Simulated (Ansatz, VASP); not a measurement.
## Sb (Antimony): VASP beside Ansatz

Wanted: the spread between two codes on one cell, functional and k mesh. The cell is taken from a series of runs on this material, whose earlier steps may have relaxed, scaled, displaced or heated it; both programs get it as it stands.

Method: plane waves, with VASP 6.6.1 beside it; zone-centre phonons at PBEsol, in Ansatz 0.2.0.

**1. Starting point**

It takes space group R-3m (No. 166, trigonal). Conventional cell: a = 4.305 Å, b = 4.305 Å, c = 11.284 Å, α = 90.00°, β = 90.00°, γ = 120.00°. Sb has 3 Sb at 2.92 Å nearest.

Coordinates:

```xyz
2
Lattice="2.1523 1.2426 3.7612 -2.1523 1.2426 3.7612 0.0000 -2.4853 3.7612" Properties=species:S:1:pos:R:3 pbc="T T T"
Sb    0.0000    0.0000    2.6486
Sb    0.0000    0.0000    8.6349
```

**2. VASP: zone-centre phonons, PBEsol**

Second derivatives magnify differences that forces hide, and they need a tight electronic threshold.

Lines of VASP's logs that name or quote its potential files are left out, and so is its time.

Input file INCAR:

```
SYSTEM = Sb
PREC = Accurate
ENCUT = 500
EDIFF = 1E-08
NELM = 120
ISMEAR = 1
SIGMA = 0.2
LREAL = .FALSE.
ALGO = Normal
GGA = PS
NBANDS = 11
LORBIT = 11
LWAVE = .FALSE.
LCHARG = .FALSE.
ISIF = 2
IBRION = 8
LASPH = .TRUE.
GGA_COMPAT = .FALSE.
KPAR = 2
```

Input file POSCAR:

```
Sb
1.0
    2.1523047618      1.2426337336      3.7611752367
   -2.1523047618      1.2426337336      3.7611752367
    0.0000000000     -2.4852674672      3.7611752367
Sb
2
Direct
    0.2347328819      0.2347328816      0.2347328819
    0.7652671181      0.7652671184      0.7652671181
```

Input file KPOINTS:

```
Automatic mesh
0
Gamma
12 12 12
0 0 0
```

The projector-augmented-wave data sets are Sb (PBE family, release 64).

Run with:

```sh
mpirun -np 2 vasp_std
```

Numbers of over 12 decimals in the logs are rounded to 6 here.

What it wrote:

```text
[banner, memory and clock lines left out]
running    2 mpi-ranks, on    1 nodes
 distrk:  each k-point on    1 cores,    2 groups
 distr:  one band on    1 cores,    1 groups

 POSCAR found type information on POSCAR Sb
 POSCAR found :  1 types and       2 ions
|                                                                             |
|               ----> ADVICE to this user running VASP <----                  |
|                                                                             |
|     You enforced a specific xc type in the INCAR file but a different       |
|     [... a line on the potential file left out ...]
|     I HOPE YOU KNOW WHAT YOU ARE DOING!                                     |
|                                                                             |

 LDA part: xc-table for (Slater+PW92), standard interpolation
 POSCAR, INCAR and KPOINTS ok, starting setup
 FFT: planning ... GRIDC
 FFT: planning ... GRID_SOFT
 FFT: planning ... GRID
 WAVECAR not read
 entering main loop
       N       E                     dE             d eps       ncg     rms          rms(c)
DAV:   1     0.337158747034E+02    0.33716E+02   -0.35488E+03  4158   0.694E+02
DAV:   2    -0.726221335507E+01   -0.40978E+02   -0.39446E+02  5702   0.112E+02
DAV:   3    -0.911095431265E+01   -0.18487E+01   -0.18259E+01  5083   0.265E+01
DAV:   4    -0.912845344943E+01   -0.17499E-01   -0.17486E-01  4685   0.298E+00
DAV:   5    -0.912865314567E+01   -0.19970E-03   -0.19969E-03  4834   0.363E-01    0.287E+00
DAV:   6    -0.911897445831E+01    0.96787E-02   -0.22532E-03  4686   0.291E-01    0.172E+00
DAV:   7    -0.911298483965E+01    0.59896E-02   -0.56117E-03  4605   0.450E-01    0.565E-02
DAV:   8    -0.911302159383E+01   -0.36754E-04   -0.12274E-04  4743   0.797E-02    0.170E-02
DAV:   9    -0.911302964551E+01   -0.80517E-05   -0.14384E-05  4713   0.238E-02    0.528E-03
DAV:  10    -0.911302915710E+01    0.48841E-06   -0.15434E-06  4751   0.710E-03    0.105E-03
DAV:  11    -0.911302928307E+01   -0.12597E-06   -0.16324E-07  4755   0.246E-03    0.468E-04
DAV:  12    -0.911302931321E+01   -0.30141E-07   -0.15299E-08  3784   0.707E-04    0.107E-04
DAV:  13    -0.911302932360E+01   -0.10390E-07   -0.15311E-09  2409   0.274E-04    0.573E-05
DAV:  14    -0.911302932496E+01   -0.13590E-08   -0.16556E-10  2259   0.102E-04
   1 F= -.91130293E+01 E0= -.91137561E+01  d E =0.218042E-02
 Linear response reoptimize wavefunctions to high precision
DAV:   1    -0.911302932398E+01    0.97680E-09   -0.21182E-11  2526   0.416E-05
DAV:   2    -0.911302932399E+01   -0.59117E-11   -0.40688E-12  2232   0.177E-05
 Linear response DOF=           2
 Linear response progress:
  Degree of freedom:   1/  2
       N       E                     dE             d eps       ncg     rms          rms(c)
RMM:   1    -0.249279366796E-01   -0.24928E-01    0.25053E-02 38569   0.117E+00
RMM:   2    -0.246999968738E-01    0.22794E-03   -0.15576E-03 30129   0.236E-01    0.461E-02
RMM:   3    -0.246910391123E-01    0.89578E-05   -0.37133E-05 31817   0.386E-02    0.274E-02
RMM:   4    -0.247228496513E-01   -0.31811E-04   -0.14213E-05 31965   0.199E-02    0.224E-03
RMM:   5    -0.247305984755E-01   -0.77488E-05   -0.10353E-06 32736   0.354E-03    0.924E-04
RMM:   6    -0.247326516982E-01   -0.20532E-05   -0.48591E-08 32346   0.907E-04    0.289E-04
RMM:   7    -0.247318423595E-01    0.80934E-06    0.15700E-07 33454   0.221E-04    0.651E-05
RMM:   8    -0.247317593901E-01    0.82969E-07    0.66780E-09 33601   0.600E-05    0.130E-05
RMM:   9    -0.247317350775E-01    0.24313E-07    0.17641E-08 33794   0.175E-05    0.122E-06
RMM:  10    -0.247317337479E-01    0.13297E-08    0.38173E-09 33117   0.547E-06    0.720E-07
 first order change of Fermi-energy  -0.16173E-04
 force on displaced ion       1 direction 1 :  -2.540  -0.000   0.000
 Linear response progress:
  Degree of freedom:   2/  2
       N       E                     dE             d eps       ncg     rms          rms(c)
RMM:   1    -0.261943869680E-01   -0.26194E-01    0.20155E-02  8092   0.118E+00
RMM:   2    -0.251789170903E-01    0.10155E-02   -0.15355E-03  6484   0.242E-01    0.474E-02
RMM:   3    -0.250697263797E-01    0.10919E-03   -0.44190E-05  6912   0.428E-02    0.288E-02
RMM:   4    -0.249919601633E-01    0.77766E-04   -0.29261E-05  6739   0.260E-02    0.749E-03
RMM:   5    -0.250027820425E-01   -0.10822E-04   -0.81881E-07  6985   0.535E-03    0.260E-03
RMM:   6    -0.250050219026E-01   -0.22399E-05   -0.46836E-08  7028   0.106E-03    0.799E-04
RMM:   7    -0.250040015618E-01    0.10203E-05    0.60897E-09  7095   0.330E-04    0.210E-04
RMM:   8    -0.250040313889E-01   -0.29827E-07    0.21945E-09  7181   0.630E-05    0.314E-05
RMM:   9    -0.250040376422E-01   -0.62533E-08   -0.30421E-10  7259   0.200E-05    0.155E-05
 first order change of Fermi-energy  -0.72943E+00
 force on displaced ion       1 direction 3 :   0.000   0.000  -4.734
 Linear response finished
```

Parts of OUTCAR (step 2):

```text
ion  position               nearest neighbor table
   1  0.235  0.235  0.235-   2 2.92   2 2.92   2 2.92   2 3.34   2 3.34   2 3.34
   2  0.765  0.765  0.765-   1 2.92   1 2.92   1 2.92   1 3.34   1 3.34   1 3.34

  LATTYP: Found a trigonal (rhomboedric) cell.
 ALAT       =     4.5081030983
 COS(alpha) =     0.5441207244

 Subroutine GETGRP returns: Found 12 space group operations
 (whereof 12 operations were pure point group operations)

The static configuration has the point symmetry D_3d.

 Found    189 irreducible k-points:

   k-points           NKPTS =    189   k-points in BZ     NKDIM =    189   number of bands    NBANDS=     11

   dimension x,y,z NGX =    36 NGY =   36 NGZ =   36
   dimension x,y,z NGXF=    72 NGYF=   72 NGZF=   72

   ENCUT  =  500.0 eV  36.75 Ry    6.06 a.u.   8.22  8.22  8.22*2*pi/ulx,y,z

   NELECT =      10.0000    total number of electrons

 k-points in reciprocal lattice and weights: Automatic mesh
   0.00000000  0.00000000  0.00000000       0.001
   0.08333333 -0.00000000  0.00000000       0.003
   0.16666667 -0.00000000  0.00000000       0.003
   0.25000000  0.00000000  0.00000000       0.003
   0.33333333 -0.00000000  0.00000000       0.003
   0.41666667 -0.00000000 -0.00000000       0.003
   0.50000000  0.00000000  0.00000000       0.002
   0.08333333  0.08333333  0.00000000       0.003
   0.16666667  0.08333333 -0.00000000       0.007
[...]
-0.41666667  0.50000000  0.41666667       0.003
   0.50000000  0.50000000  0.50000000       0.001

 average (electrostatic) potential at core
       1 -85.6766       2 -85.6766

  Total        0.0705062      0.0705062     -0.2384815     -0.0000000     -0.0000000      0.0000000
  in kB        1.8716127      1.8716127     -6.3305807     -0.0000000     -0.0000000      0.0000000
  external PRESSURE =      -0.8624518 kB  Pullay stress =       0.0000000 kB

  energy-cutoff  :      500.00
  volume of cell :       60.36
      direct lattice vectors                 reciprocal lattice vectors
     2.152304762  1.242633734  3.761175237     0.232309108  0.134123726  0.088624781
    -2.152304762  1.242633734  3.761175237    -0.232309108  0.134123726  0.088624781
     0.000000000 -2.485267467  3.761175237     0.000000000 -0.268247452  0.088624781

 POSITION                                       TOTAL-FORCE (eV/Angst)
 -----------------------------------------------------------------------------------
      0.00000     -0.00000      2.64861         0.000000      0.000000      0.051032
     -0.00000      0.00000      8.63491         0.000000     -0.000000     -0.051032
 -----------------------------------------------------------------------------------
    total drift:                               -0.000000     -0.000000      0.000000

 Eigenvectors and eigenvalues of the dynamical matrix
 ----------------------------------------------------

   1 f  =    4.359467 THz    27.391341 2PiTHz  145.416176 cm-1    18.029300 meV
             X         Y         Z           dx          dy          dz
      0.000000 -0.000000  2.648615     0.000000    0.000000    0.707107
     -0.000000  0.000000  8.634911     0.000000    0.000000   -0.707107

   2 f  =    3.192958 THz    20.061948 2PiTHz  106.505621 cm-1    13.205008 meV
             X         Y         Z           dx          dy          dz
      0.000000 -0.000000  2.648615    -0.707107   -0.000000    0.000000
     -0.000000  0.000000  8.634911     0.707107   -0.000000    0.000000

   3 f  =    3.192958 THz    20.061948 2PiTHz  106.505621 cm-1    13.205008 meV
             X         Y         Z           dx          dy          dz
      0.000000 -0.000000  2.648615    -0.000000    0.707107   -0.000000
     -0.000000  0.000000  8.634911    -0.000000   -0.707107    0.000000

   4 f  =    0.000000 THz     0.000000 2PiTHz    0.000000 cm-1     0.000000 meV
             X         Y         Z           dx          dy          dz
      0.000000 -0.000000  2.648615     0.653283    0.270595   -0.000000
     -0.000000  0.000000  8.634911     0.653283    0.270595    0.000000

   5 f  =    0.000000 THz     0.000000 2PiTHz    0.000000 cm-1     0.000000 meV
             X         Y         Z           dx          dy          dz
      0.000000 -0.000000  2.648615     0.000000    0.000000    0.707107
     -0.000000  0.000000  8.634911     0.000000    0.000000    0.707107

   6 f/i=    0.000000 THz     0.000000 2PiTHz    0.000001 cm-1     0.000000 meV
             X         Y         Z           dx          dy          dz
      0.000000 -0.000000  2.648615    -0.270595    0.653283   -0.000000
     -0.000000  0.000000  8.634911    -0.270595    0.653283    0.000000

 ELASTIC MODULI CONTR FROM IONIC RELAXATION (kBar)
 Direction    XX          YY          ZZ          XY          YZ          ZX
 --------------------------------------------------------------------------------
 XX        -136.4488    -95.7064   -162.0048     -0.0000     64.3322      0.0000
 YY         -95.7064   -136.4488   -162.0048     -0.0000    -64.3322      0.0000
 ZZ        -162.0048   -162.0048   -226.1035     -0.0000     -0.0000      0.0000
 XY          -0.0000     -0.0000     -0.0000    -20.3712      0.0000     61.6591
 YZ          64.3322    -64.3322     -0.0000      0.0000   -203.1612     -0.0000
 ZX           0.0000      0.0000      0.0000     61.6591     -0.0000   -186.6287
 --------------------------------------------------------------------------------
```

**3. Ansatz: zone-centre phonons, PBEsol**

Ansatz runs on its PAW soft_1 files.

The same cell, functional, mesh and smearing now go to Ansatz, which takes its cutoff from its data sets.

Input file input.yaml:

```yaml
crystal:
  lattice:
    - [2.1523047618, 1.2426337336, 3.7611752367]
    - [-2.1523047618, 1.2426337336, 3.7611752367]
    - [0.0, -2.4852674672, 3.7611752367]
  atoms:
    - { symbol: Sb, position: [0.2347328819, 0.2347328816, 0.2347328819] }
    - { symbol: Sb, position: [0.7652671181, 0.7652671184, 0.7652671181] }
kpoints:
  mp_grid: { grid: [12, 12, 12] }
hamiltonian:
  xc: pbesol
  pseudopotentials: { kind: paw, azcp: { folder: soft_1 }, xc_functional: pbe }
scf:
  occupations: { method: methfessel_paxton, width: 0.2 }
output:
  eigenvalues: true
phonons:
  method: dfpt
```

Run with:

```sh
ansatz run input.yaml --threads 4 --pin off --max-ram 10240MiB --backend cpu --events-out ev --progress --plain --runs-dir out
```

What it wrote:

```text
Engine: ansatz 0.2.0, x86_64-unknown-linux-gnu
Pseudopotentials: kind: paw
Pseudopotential: Sb, paw, valence charge 15, recommended cutoff 420 eV (normal), soft_1/Sb.paw.azcp
Functional definition: PBEsol
  exchange = pbesol_x
  correlation = pbesol_c
Crystal: 2 atoms, lattice volume = 60.356 Å³
Basis set: ecut = 420 eV, 1195 PW (Γ), exchange–correlation on 64×64×64 points (8 copies of the dense FFT grid, shifted against one another)
Bands: 19, of which v1, the nominal top of the filled ones, is band 15 counted from 1 (14 counted from 0)
Symmetry: 12 space group operations
k-points: 476 of 1728 (irreducible under 2 space group operations, time reversal used)
Non-local potential: Sb, projectors of the file, l = 0: 2, l = 1: 2, l = 2: 2, l = 3: 1
PAW form: soft (Blöchl's): semilocal exchange-correlation on the pseudo side does not see the compensation charge
PAW frozen core: Sb, regenerated for the run's functional, and the local potential with it (the file was generated under x = pbe(κ = 0.804, μ = 0.219515), c = pbe(β = 0.066725))
PAW one-centre angular grid: Sb, 590 points (default); XC on 64 Gauss nodes
Initial density: superposition of atomic densities (chi_scale 0.1, normalization cell)
Initial wavefunctions: pseudopotential atomic-orbital guess
Functional: x = pbesol(κ = 0.804, μ = 0.123457), c = pbesol(β = 0.046)
SCF iter   1: F=—  HF=-12816.335943 eV  |F-HF|=—  |Δ(HF+E_count)|=         —  Δρ=1.48e-2  dr2=1.00e-1  ethr=3.10e-3  ⟨swp⟩=5.9  Hψ=46990  notcnv=0
preconditioner: auto → Kerker (q_TF=auto, 2.428 Å⁻¹)  [metal: Δε(μ)=0.113 eV  Ē_g=8.656 eV  σ=0.200 eV  W_gap=0.45  n_scr=14 (ndim 8)  ℏωp=15.1 eV  f_vac=0.000  D(μ)=0.16/eV (n_scr^D=0)]
SCF iter   2: F=—  HF=-12816.327884 eV  |F-HF|=—  |Δ(HF+E_count)|=   8.06e-3  S|Δr|=    0.00e0  Δρ=9.59e-3  dr2=4.41e-2  ethr=3.34e-4  ⟨swp⟩=1.0  Hψ=12852  notcnv=0
SCF iter   3: F=—  HF=-12816.323552 eV  |F-HF|=—  |Δ(HF+E_count)|=   4.33e-3  S|Δr|=    0.00e0  Δρ=1.23e-3  dr2=1.24e-3  ethr=1.47e-4  ⟨swp⟩=2.0  Hψ=16118  notcnv=0
SCF iter   4: F=—  HF=-12816.323628 eV  |F-HF|=—  |Δ(HF+E_count)|=   7.61e-5  S|Δr|=    0.00e0  Δρ=7.67e-4  dr2=2.78e-4  ethr=4.14e-6  ⟨swp⟩=2.0  Hψ=16192  notcnv=0
SCF iter   5: F=—  HF=-12816.323416 eV  |F-HF|=—  |Δ(HF+E_count)|=   2.12e-4  S|Δr|=    0.00e0  Δρ=2.69e-4  dr2=6.38e-5  ethr=9.26e-7  ⟨swp⟩=2.0  Hψ=16078  notcnv=0
SCF iter   6: F=—  HF=-12816.323438 eV  |F-HF|=—  |Δ(HF+E_count)|=   2.15e-5  S|Δr|=    0.00e0  Δρ=6.00e-5  dr2=2.24e-6  ethr=2.13e-7  ⟨swp⟩=3.0  Hψ=16553  notcnv=0
SCF iter   7: F=—  HF=-12816.323438 eV  |F-HF|=—  |Δ(HF+E_count)|=   2.38e-7  S|Δr|=    0.00e0  Δρ=9.53e-6  dr2=3.65e-8  ethr=7.47e-9  ⟨swp⟩=2.0  Hψ=16192  notcnv=0
SCF iter   8: F=—  HF=-12816.323438 eV  |F-HF|=—  |Δ(HF+E_count)|=   9.04e-9  S|Δr|=    0.00e0  Δρ=1.84e-6  dr2=3.18e-9  ethr=1.22e-10  ⟨swp⟩=2.1  Hψ=10968  notcnv=0
SCF iter   9: F=—  HF=-12816.323438 eV  |F-HF|=—  |Δ(HF+E_count)|=  6.93e-10  S|Δr|=    0.00e0  Δρ=7.93e-7  dr2=6.18e-10  ethr=1.06e-11  ⟨swp⟩=3.0  Hψ=16558  notcnv=0
SCF iter  10: F=—  HF=-12816.323438 eV  |F-HF|=—  |Δ(HF+E_count)|=  3.27e-11  S|Δr|=    0.00e0  Δρ=3.68e-7  dr2=7.69e-11  ethr=2.06e-12  ⟨swp⟩=3.0  Hψ=16322  notcnv=0
SCF iter  11: F=-12816.323438 eV  HF=-12816.323438 eV  |F-HF|=0.00e0  |Δ(HF+E_count)|=  9.09e-12  S|Δr|=    0.00e0  Δρ=8.52e-8  dr2=9.52e-12  ethr=1.00e-12  ⟨swp⟩=6.0  Hψ=39813  notcnv=0
SCF 1 converged in 11 iterations: F = -12816.323438 eV  dr2 = 9.52e-12
  greatest PAW one-centre occupation: 0.996 electrons in one spin orbital (limit 2), on the Sb atom at site 1 (counted from 0), in its partial waves of l = 2
DFPT response loops at Γ: preconditioner auto → Kerker (q_TF=auto, 2.428 Å⁻¹) (partly filled bands, converged f_vac=0.001); β = 1.00, the filter's whole step (`scf.mixing.beta` (0.50) is not read by the response loops under this deck's `scf.mixing.preconditioner`; to damp them name `kerker` or `kerker_dos`, under which they read `scf.mixing.beta`, and type it under 1.00, their step now; both keys bind the ground state too); Broyden in place of MSR1
SCF converged after 11 iterations
Stability not checked: this state was not tested for a lower state beside it, because cold or Methfessel-Paxton smearing, or corrected tetrahedra, fill the levels in a way that the test cannot read (fill_not_monotonic; see scf.lower_state_search)
Free energy (F): -12816.323438 eV
Harris-Foulkes:  -12816.323438 eV  (|F-HF|=0.00e0)
Internal energy: -12816.325552 eV  (E = F + TS)
E sigma→0 (E₀):  -12816.323966 eV
Entropy (-TS):   0.002114 eV (1.057 meV/atom)
Fermi energy:    10.152141 eV
--- Per-component energies (eV) ---
  E_band       = -334.378074
  E_kinetic    = 325.972133
  E_local      = -3163.983724  (includes V_loc(G=0)·N_el)
  E_nonlocal   = 782.485298
  E_hartree    = 1308.336230
  E_xc         = -196.612736
  E_vxc        = -181.807841  (∫ρ·V_xc dr)
  E_paw        = -8934.942222  (= ΣΔE_a)
  E_vpaw       = -713.716677  (= ΣTr[D̂ρ^β])
  E_aug_tail   = 0.000266  (compensation charges beyond the density's cutoff)
  E_ewald      = -2938.244507
  E_core_change = 0.663710  (= ΣΔE_core)
  E_smearing   = 0.002114  (= −TS)
  E_closure    = 0.000000  (closes the sum)
  Σ components = -12816.323438   (vs F -12816.323438, Δ=0.00e0)
--- Band table (eV; the first three rows and the last of 476) ---
  k-point 0: bands = [... 11 lower, 5.3084, 8.0510, 8.4158, 8.4158, 12.3487, 12.8859, 12.8859, 15.2665]
  k-point 1: bands = [... 11 lower, 4.9668, 8.0927, 8.3989, 8.5287, 12.3057, 12.6554, 12.6833, 14.8880]
  k-point 2: bands = [... 11 lower, 4.1557, 8.1213, 8.3601, 8.8043, 11.9980, 12.1253, 12.1721, 14.7040]
  k-point 475: bands = [... 11 lower, 1.0673, 8.9349, 8.9349, 9.7449, 10.2617, 10.2617, 11.2111, 17.1887]
--- Phonons (Γ-DFPT): 2 representative perturbations + reference, on 476 of 1728 k-points (Σ response iterations 6) ---
  k mesh reduced under 2 symmetry operations, with k and −k counted as one. Each operation leaves every solved perturbation unchanged. A smaller set is not used because it would not reduce the number of displacements times k-points to solve
  ASR residual: 2.566e-5 → 0.000e0 eV/Å²; symmetrization residual: 1.695e-5 eV/Å²
  ASR residual per site (eV/Å²): 2.57e-5 2.57e-5
  Γ frequencies (cm⁻¹): 0.00 0.00 0.00 103.39 103.39 142.60
  non-analytic LO–TO correction: not included (Born effective charges unavailable; polar crystals: no LO–TO splitting at Γ)
```

**4. Side by side**

Known differences besides the potentials themselves: the data sets hold 30 valence electrons in Ansatz (on its PAW soft_1 files) and 10 in VASP; the cutoff is 420 eV in Ansatz and 500 eV in VASP; Ansatz makes its cores anew for this functional, VASP keeps those of its PBE data sets. Total energies have different zeros and are not compared.

Both answers:

```csv
quantity,Ansatz,VASP,difference
optical mode 1 to 2 (cm⁻¹),103.4,106.5,-2.93 %
optical mode 3 (cm⁻¹),142.6,145.4,-1.94 %
```

Modes are paired by rising frequency, not by their patterns, so a pair may set unlike modes beside each other; they are those without the splitting of longitudinal modes.

**5. Summary of results**

- r.m.s. difference of the optical zone-centre modes, each program's sorted by frequency (zone-centre phonons, PBEsol): 3.0 cm⁻¹
- difference in optical mode 1 to 2 (zone-centre phonons, PBEsol): -2.9 %

The r.m.s. difference of the optical zone-centre modes, each program's sorted by frequency is 3.0 cm⁻¹ (zone-centre phonons, PBEsol). The data sets hold unlike numbers of valence electrons (30 in Ansatz and 10 in VASP), so part of the differences comes from the potentials. Among the rows given in per cent, the largest difference of the zone-centre phonons, PBEsol pair is in optical mode 1 to 2, -2.9 %. Such differences can come from data sets, numerical settings and the points named under the comparisons, not from the functional's error against experiment.

[Lines on the potential files, build, host, timing and source positions are cut from VASP's logs without a mark.]

[Logs are printed without paths, hosts, clocks, repeated set-up lines and the standing remarks that a program may print on its own settings, such as how far it seeks lower states.]

[Hosts, paths, dates, database ids (printed as entryN), source tags and the programs' standing remarks are cut or masked in the printed files.]
